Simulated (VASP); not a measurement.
VASP input:

KPOINTS:
```
Automatic mesh
0
Gamma
12 12 12
0 0 0
```

INCAR:
```
SYSTEM = PbO
PREC = Accurate; ENCUT = 620; LREAL = .False.
LASPH = .True.
EDIFF = 1E-6; NELM = 100; ALGO = Normal
LMAXMIX = 4
ISMEAR = 1; SIGMA = 0.1
GGA = PS
IBRION = 2; NSW = 40; ISIF = 3
EDIFFG = -0.02; PSTRESS = 200
LWAVE = .False.; LCHARG = .False.
```

POSCAR:
```
PbO
1
    0.0000000000     2.6126750159     2.6126750159
    2.6126750159     0.0000000000     2.6126750159
    2.6126750159     2.6126750159     0.0000000000
Pb O
1 1
Direct
  0.0000000000   0.0000000000   0.0000000000
  0.2500000000   0.2500000000   0.2500000000
```

POTCAR, in this order: Pb_d O (PBE.64 set). Program: vasp_std.

Question: Write an equivalent input for Ansatz.

Answer: One equivalent input (not run):
Ansatz 0.2 input:
```yaml
crystal:
  lattice:
    - [0.0000000, 2.6126750, 2.6126750]
    - [2.6126750, 0.0000000, 2.6126750]
    - [2.6126750, 2.6126750, 0.0000000]
  atoms:
    - { symbol: Pb, position: [0.0000000, 0.0000000, 0.0000000] }
    - { symbol: O, position: [0.2500000, 0.2500000, 0.2500000] }
kpoints:
  mp_grid: { grid: [12, 12, 12] }
hamiltonian:
  xc: pbesol
  pseudopotentials: { kind: paw }
scf:
  occupations: { method: methfessel_paxton, width: 0.1 }
  max_iter: 100
relax:
  max_steps: 40
  f_tol: 0.02
  cell: { p_target: 20 }
output: { forces: true, stress: true, eigenvalues: true }
```
What does not carry over: each code has its own PAW files, so the cut-off isn't converted (ENCUT is set for VASP's; basis.ecutwfc is left out, and Ansatz then takes the one that its files recommend); Ansatz stops its SCF on the density residual and VASP on the energy change (EDIFF).

The structure was generated: PbO was put into the zinc blende type (F-43m), which need not be its known phase. This run relaxes it under an external pressure of 20 GPa. Symmetry was kept, so distortions that lower it aren't found.
